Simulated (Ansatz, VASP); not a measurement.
## YCuAs: VASP beside Ansatz

```
Y Cu As
1.0
     3.74092    0.00000    0.00000
     0.00000    3.74092    0.00000
     0.00000    0.00000    8.99116
Y Cu As
2 2 2
Direct
  0.50000 0.00000 0.25623
  0.00000 0.50000 0.74377
  0.50000 0.00000 0.57229
  0.00000 0.50000 0.42771
  0.00000 0.00000 0.00000
  0.50000 0.50000 0.00000
```

Alike in both runs: functional PBE; k mesh 4 × 4 × 4; occupations gaussian, width 0.1 eV; no spin polarisation.

Ansatz relaxed the structure, and its values are those at the end. VASP's run is a single point on that final structure, the one shown.

```csv
,VASP,Ansatz
version,VASP 6.6.1,Ansatz 0.2.0
potentials or method,"VASP PAW PBE potentials, release 64 (Y_sv, Cu, As)","scalar-relativistic, plane waves, PAW"
plane-wave cutoff (eV),520,420
valence electrons in the cell,54,90
```

|  | VASP | Ansatz | Ansatz less VASP |
| --- | --- | --- | --- |
| gap on the k mesh at the Fermi level (eV) | none | none | - |
| pressure (GPa) | 0.1 | 0.0 | -0.14 |
| rms of the force components (eV/Å) | 0.005 | 0.001 | -0.0044 |

A gap of «none» marks a metal or a gap that the smearing closes. With one functional, cell and mesh, what is left measures potentials, basis and numerics. The two sets of potentials don't hold the same shells in valence.

Caveats: the k mesh is coarse (spacing up to 0.42 Å⁻¹), so the values aren't converged.
